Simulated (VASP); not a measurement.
All values below come from PBEsol GGA with spin-orbit coupling, VASP's PBE PAW potentials (set 64) (plane waves; VASP).

The input files of a VASP run:

File KPOINTS:
```
Automatic mesh
0
Gamma
12 12 10
0 0 0
```

### INCAR
```
SYSTEM = ZnPt
PREC = Accurate
ENCUT = 400
EDIFF = 1E-6
NELM = 100
ALGO = Normal
LREAL = .FALSE.
LASPH = .TRUE.
ISMEAR = 0
SIGMA = 0.05
GGA = PS
LMAXMIX = 6
LWAVE = .FALSE.
LCHARG = .FALSE.
LSORBIT = .TRUE.
MAGMOM = 0 0 0 0 0 0
GGA_COMPAT = .FALSE.
```

### POSCAR
```
ZnPt
1
    2.8345762513     0.0000000000     0.0000000000
    0.0000000000     2.8345762513     0.0000000000
    0.0000000000     0.0000000000     3.4745221429
Pt Zn
1 1
Direct
  0.0000000000   0.0000000000   0.0000000000
  0.5000000000   0.5000000000   0.5000000000
```

KPOINTS_OPT:
```
k-points along high-symmetry lines
5
Line-mode
Reciprocal
  0.000000   0.000000   0.000000 ! GAMMA
  0.000000   0.500000   0.000000 ! X

  0.000000   0.500000   0.000000 ! X
  0.500000   0.500000   0.000000 ! M

  0.500000   0.500000   0.000000 ! M
  0.000000   0.000000   0.000000 ! GAMMA

  0.000000   0.000000   0.000000 ! GAMMA
  0.000000   0.000000   0.500000 ! Z

  0.000000   0.000000   0.500000 ! Z
  0.000000   0.500000   0.500000 ! R

  0.000000   0.500000   0.500000 ! R
  0.500000   0.500000   0.500000 ! A

  0.500000   0.500000   0.500000 ! A
  0.000000   0.000000   0.500000 ! Z

  0.000000   0.500000   0.000000 ! X
  0.000000   0.500000   0.500000 ! R

  0.500000   0.500000   0.000000 ! M
  0.500000   0.500000   0.500000 ! A
```

POTCAR, in this order: Pt Zn (PBE.64 set). Program: vasp_ncl.

Output

File OSZICAR:
```
       N       E                     dE             d eps       ncg     rms          rms(c)
DAV:   1     0.143559946846E+03    0.14356E+03   -0.89420E+03 10538   0.169E+03
DAV:   2     0.160488295070E+00   -0.14340E+03   -0.13446E+03 10432   0.369E+02
DAV:   3    -0.103220075107E+02   -0.10482E+02   -0.10271E+02 11460   0.104E+02
DAV:   4    -0.104948570012E+02   -0.17285E+00   -0.17269E+00 11250   0.132E+01
DAV:   5    -0.104978844050E+02   -0.30274E-02   -0.30273E-02 11242   0.169E+00    0.122E+01
DAV:   6    -0.100571649267E+02    0.44072E+00   -0.11904E+00 12562   0.234E+01    0.652E+00
DAV:   7    -0.100160211874E+02    0.41144E-01   -0.87338E-02 12840   0.340E+00    0.275E+00
DAV:   8    -0.100073002697E+02    0.87209E-02   -0.74383E-03 12888   0.125E+00    0.107E+00
DAV:   9    -0.100068619076E+02    0.43836E-03   -0.13028E-03 11276   0.426E-01    0.969E-02
DAV:  10    -0.100068327103E+02    0.29197E-04   -0.15705E-04 12766   0.188E-01    0.437E-02
DAV:  11    -0.100068294285E+02    0.32818E-05   -0.27934E-05 10932   0.529E-02    0.140E-02
DAV:  12    -0.100068291499E+02    0.27857E-06   -0.81711E-06 11814   0.555E-02
   1 F= -.10006829E+02 E0= -.10006616E+02  d E =-.425368E-03  mag=    -0.0000    -0.0000     0.0000
       N       E                     dE             ncg
```

File OUTCAR:
```
------------------------ aborting loop because EDIFF is reached ----------------------------------------
  FORCE on cell =-STRESS in cart. coord.  units (eV):
  Direction    XX          YY          ZZ          XY          YZ          ZX
  --------------------------------------------------------------------------------------
  Total       -0.0787916     -0.0787916      0.0270591      0.0000000      0.0000000      0.0000000
  in kB       -4.5218796     -4.5218796      1.5529342      0.0000000      0.0000000      0.0000000
  external PRESSURE =      -2.4969417 kB  Pullay stress =       0.0000000 kB
  volume of cell :       27.92
      direct lattice vectors                 reciprocal lattice vectors
     2.834576251  0.000000000  0.000000000     0.352786417  0.000000000  0.000000000
     0.000000000  2.834576251  0.000000000     0.000000000  0.352786417  0.000000000
     0.000000000  0.000000000  3.474522143     0.000000000  0.000000000  0.287809362
 POSITION                                       TOTAL-FORCE (eV/Angst)
 -----------------------------------------------------------------------------------
      0.00000      0.00000      0.00000         0.000000      0.000000      0.000000
      1.41729      1.41729      1.73726         0.000000      0.000000      0.000000
 -----------------------------------------------------------------------------------
    total drift:                                0.000000      0.000000      0.000000
  FREE ENERGIE OF THE ION-ELECTRON SYSTEM (eV)
  ---------------------------------------------------
  free  energy   TOTEN  =       -10.0068291499 eV

  energy  without entropy=      -10.0064037820  energy(sigma->0) =      -10.00661647

 Ion:    1  E_soc:     -0.6549438

 Ion:    2  E_soc:     -0.0121012
```
(Selected blocks of OUTCAR.)

The structure comes from a measured ZnPt entry (P4/mmm) of the Crystallography Open Database, whose conditions weren't checked. It was relaxed first.
